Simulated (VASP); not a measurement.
Given:

```yaml
crystal:
  lattice:
    - [0.00000, 2.72500, 2.72500]
    - [2.72500, 0.00000, 2.72500]
    - [2.72500, 2.72500, 0.00000]
  atoms:
    - { symbol: Ga, position: [0.00000, 0.00000, 0.00000] }
    - { symbol: P, position: [0.25000, 0.25000, 0.25000] }
```

Level of theory: PBE GGA, VASP's PBE PAW potentials (set 64) (plane waves; VASP). Settings: 520 eV cut-off, 8×8×8 Γ-centred mesh, Gaussian smearing of 0.050 eV, potentials Ga P.

Question: Give the stress tensor in GPa (positive for a compressed cell).

Answer: 
```
4.01  0.00  0.00
0.00  4.01  0.00
0.00  0.00  4.01
```
The pressure is its mean diagonal, 4.01 GPa.

The compound is GaP in the zinc blende structure. The cell was not relaxed at this level. The run is one of a series of settings (ENCUT = 520, POTCAR Ga P (PBE.64 set) against the base run), some of them coarse on purpose.
